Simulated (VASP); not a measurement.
These are PBE GGA, VASP's PBE PAW potentials (set 64) (plane waves; VASP) values and carry that method's errors.

VASP input:

INCAR:
```
# general
SYSTEM  = AgCl
PREC    = Normal
ENCUT   = 400
LREAL   = .FALSE.
LASPH   = .TRUE.

# electronic loop
EDIFF   = 1E-5
NELM    = 100
NELMIN  = 4
ALGO    = Fast
LMAXMIX = 4

# smearing
ISMEAR  = 0
SIGMA   = 0.05

# functional
GGA     = PE

# ions
IBRION  = 2
NSW     = 20
ISIF    = 2
EDIFFG  = -0.03

# output
LWAVE   = .FALSE.
LCHARG  = .FALSE.
```

### KPOINTS
```
Automatic mesh
0
Gamma
9 9 9
0 0 0
```

### POSCAR
```
AgCl
1.0
  0.0000000000   2.8034104116   2.8034104116
  2.8034104116   0.0000000000   2.8034104116
  2.8034104116   2.8034104116   0.0000000000
Ag Cl
1 1
Cartesian
  0.0000000000   0.0000000000   0.0000000000
  2.8034104116   2.8034104116   2.8034104116
```

POTCAR, in this order: Ag Cl (PBE.64 set). Program: vasp_std.

Task: Predict the energy per atom (σ→0).

Result: 
```json
{
 "energy per atom (σ→0)": "-2.700 eV/atom"
}
```

**OSZICAR**
```
...
RMM:   6    -0.540790246910E+01    0.18314E+00   -0.35509E-01   910   0.393E+00    0.408E+00
RMM:   7    -0.540091857004E+01    0.69839E-02   -0.63783E-02   910   0.166E+00    0.174E+00
RMM:   8    -0.540072028720E+01    0.19828E-03   -0.52358E-03   910   0.642E-01    0.429E-01
RMM:   9    -0.540091270877E+01   -0.19242E-03   -0.12765E-03   910   0.360E-01    0.646E-02
RMM:  10    -0.540096936284E+01   -0.56654E-04   -0.36826E-04   910   0.161E-01    0.345E-02
RMM:  11    -0.540097915962E+01   -0.97968E-05   -0.10585E-04   895   0.101E-01    0.841E-03
RMM:  12    -0.540098099175E+01   -0.18321E-05   -0.20014E-05   632   0.395E-02
   1 F= -.54009810E+01 E0= -.54009810E+01  d E =-.540098E+01
```

The compound is AgCl in the rock salt structure. It was relaxed first.
